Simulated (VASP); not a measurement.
Input:

```
O
1.0
    0.00000     1.56676     1.56676
    1.56676     0.00000     1.56676
    1.56676     1.56676     0.00000
O
1
Direct
  0.00000   0.00000   0.00000
```

The numbers are results of r2SCAN meta-GGA, VASP's PBE PAW potentials (set 64) (plane waves; VASP), not measurements. Settings: 520 eV cut-off, 18×18×18 Γ-centred mesh, first-order Methfessel-Paxton smearing of 0.10 eV, potentials O.

Problem. Predict the energy per atom (σ→0), band gap (on the k-mesh) with the smallest direct gap where there is one.

Solution. 
- band gap (on the k-mesh): none (metal, semimetal or under 0.01 eV)
- energy per atom (σ→0): -288.0 kJ/mol of atoms

The structure was generated: O was put into the fcc type (Fm-3m), which need not be its known phase. It was relaxed first. The start is the result of an earlier pass.
